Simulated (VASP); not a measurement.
Write the native input for VASP 6.6.1 that does the following.

```yaml
Task: relaxation of cell and atoms
Functional: r2SCAN
Potentials_or_basis: VASP PAW PBE potentials, release 64 (Sn_d, Te)
Cutoff: 600 eV
k_mesh: 10 × 10 × 10
Occupations: gaussian, width 0.03 eV
Spin: no spin polarisation
Further_INCAR_settings: ALGO = Normal; EDIFF = 1e-07; IBRION = 2; EDIFFG = -0.005; NSW = 90; ISIF = 3
```

The structure of SnTe lies in POSCAR:

```
SnTe                                    
1.0
   -0.0000000000      3.1857615200      3.1857615200
    3.1857615200     -0.0000000000      3.1857615200
    3.1857615200      3.1857615200      0.0000000000
  Sn              Te            
     1     1
Direct
     0.0000000000000000    0.0000000000000000    0.0000000000000000
     0.5000000000000000    0.5000000000000000    0.5000000000000000
```

These files were run (other wordings do the same):

INCAR

```
PREC = Accurate
ENCUT = 600
EDIFF = 1E-7
ISMEAR = 0
SIGMA = 0.03
LREAL = F
LASPH = T
NELM = 80
ALGO = Normal
ISIF = 3
LWAVE = F
LCHARG = F
METAGGA = R2SCAN
LMIXTAU = T
IBRION = 2
NSW = 90
EDIFFG = -0.005
```

KPOINTS

```
Automatic mesh
0
Gamma
  10 10 10
```

Potentials or basis: VASP PAW PBE potentials, release 64 (Sn_d, Te).

The run is started by

```console
$ cat potpaw_PBE.64/Sn_d/POTCAR potpaw_PBE.64/Te/POTCAR > POTCAR
$ mpirun -np 1 vasp_std > vasp.out
```

Results of the run:

| Quantity | Value |
| --- | --- |
| Pressure after relaxing | 0.0 GPa |
| Band gap on the k mesh | 0.13 eV, direct |

Caveat: the relaxation stopped at its first step, so nothing moved; the PAW data sets were made with another functional, which shifts forces and pressure a little; spin-orbit coupling is left out, which moves the levels of the heavy elements.

It took 2.1 min on 1 thread of Intel(R) Xeon(R) Platinum 8488C (Sapphire Rapids), on a shared host, peak memory 0.25 GiB.
